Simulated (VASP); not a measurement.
Calculation: PW91 GGA, VASP's PBE PAW potentials (set 64) (plane waves; VASP).

Input for VASP

**POSCAR**
```
Fe
1
   -1.4280261090     1.4280261090     1.4280261090
    1.4280261090    -1.4280261090     1.4280261090
    1.4280261090     1.4280261090    -1.4280261090
Fe
1
Direct
  0.0000000000   0.0000000000   0.0000000000
```

File KPOINTS:
```
Regular mesh
0
Gamma
  18 18 18
```

**INCAR**
```
! general
SYSTEM  = Fe
PREC    = Accurate
ENCUT   = 520
LREAL   = .FALSE.
LASPH   = .TRUE.

! electronic loop
EDIFF   = 1E-7   ! SCF stop (eV)
NELM    = 100
ALGO    = Normal   ! blocked Davidson
LMAXMIX = 4   ! l cut-off of mixed one-centre charges

! smearing
ISMEAR  = 1   ! Methfessel-Paxton
SIGMA   = 0.1

! functional
GGA     = 91   ! PW91

! spin
ISPIN   = 2
MAGMOM  = 2.1

! ions
ISIF    = 2   ! forces and stress, cell fixed

! output
LWAVE   = .FALSE.
LCHARG  = .FALSE.
LORBIT  = 10
```

POTCAR, in this order: Fe (PBE.64 set). Program: vasp_std.

### Question
What will the output report for the number of irreducible k-points (NKPTS), largest plane-wave count, number of space-group operations, FFT grid (NGX, NGY, NGZ)?

### Answer

```json
{
 "number of irreducible k-points (NKPTS)": "195",
 "largest_plane_wave_count": "325",
 "number_of_space_group_operations": "48",
 "FFT grid (NGX, NGY, NGZ)": "18 × 18 × 18"
}
```

The compound is Fe in the bcc structure. This cell is one point of a volume scan, at 1.03 of the reference volume.
